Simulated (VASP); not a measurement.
Given:

```yaml
crystal:
  lattice:
    - [4.09033, 0.00000, 0.00000]
    - [0.00000, 4.09033, 0.00000]
    - [0.00000, 0.00000, 4.09033]
  atoms:
    - { symbol: Sc, position: [0.00000, 0.00000, 0.00000] }
    - { symbol: Al, position: [0.00000, 0.50000, 0.50000] }
    - { symbol: Al, position: [0.50000, 0.00000, 0.50000] }
    - { symbol: Al, position: [0.50000, 0.50000, 0.00000] }
```

The numbers are results of rev-vdW-DF2, VASP's PBE PAW potentials (set 64) (plane waves; VASP), not measurements. Settings: 520 eV cut-off, Gaussian smearing of 0.050 eV, potentials Sc_sv Al.

Q: Give the energies of bands 5 to 13 at the high-symmetry points, in eV from the Fermi level.

A: 
```
band      Γ      X      M      R
----  -----  -----  -----  -----
5     -9.97  -8.11  -6.70  -4.78
6     -2.58  -7.28  -5.60  -4.78
7     -2.58  -1.69  -5.60  -4.78
8     -1.78  -1.69  -4.30  -4.41
9     -1.78  -1.42  -0.52  -2.90
10    -1.78   0.85  -0.52  -2.90
11     1.31   1.03   1.23  -2.90
12     1.31   1.03   1.41   1.02
13     1.31   1.45   2.10   2.61
```

It has no gap at this level: it comes out as a metal or semimetal.

The compound is Al3Sc in the L1_2 structure. It was relaxed first.
